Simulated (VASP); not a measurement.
All values below come from PBE GGA, VASP's PBE PAW potentials (set 64) (plane waves; VASP 6.6.1).

VASP ran on this input.

INCAR:
```
! general
SYSTEM  =Nb
PREC    =Accurate
ENCUT   =300
LREAL   =.FALSE.   ! projection in real space or not
LASPH   =.TRUE.   ! aspherical one-centre terms

! electronic loop
EDIFF   =1E-8
NELM    =100   ! most electronic steps
ALGO    =Normal   ! blocked Davidson
LMAXMIX =4   ! l cut-off of mixed one-centre charges

! smearing
ISMEAR  =0   ! Gaussian
SIGMA   =0.05   ! width (eV)

! functional
GGA     =PE   ! PBE

! ions
IBRION  =8   ! DFPT with symmetry
NSW     =1   ! most ionic steps
ISIF    =2   ! forces and stress, cell fixed

! output
LWAVE   =.FALSE.
LCHARG  =.FALSE.

! other
LEPSILON=.FALSE.
```

**KPOINTS**
```
Automatic mesh
0
Gamma
11 11 11
0 0 0
```

POSCAR:
```
Nb
1.0
 -1.6339950000   1.6339950000   1.6339950000
  1.6339950000  -1.6339950000   1.6339950000
  1.6339950000   1.6339950000  -1.6339950000
Nb
1
direct
  0.0000000000   0.0000000000   0.0000000000
```

POTCAR, in this order: Nb_sv (PBE.64 set). Program: vasp_std.

Problem. What will the output report for the number of irreducible k-points (NKPTS), largest plane-wave count, number of space-group operations, FFT grid (NGX, NGY, NGZ)?

Solution. 
```
Property                                       Value
--------------------------------------  ------------
number of irreducible k-points (NKPTS)            56
largest plane-wave count                         220
number of space-group operations                  48
FFT grid (NGX, NGY, NGZ)                16 × 16 × 16
```

The structure is a typed Nb crystal (Im-3m). The cell was not relaxed at this level. The run is one of a series of settings (EDIFF = 1E-8, IBRION = 8, LEPSILON = .FALSE., NSW = 1 against the base run), some of them coarse on purpose.
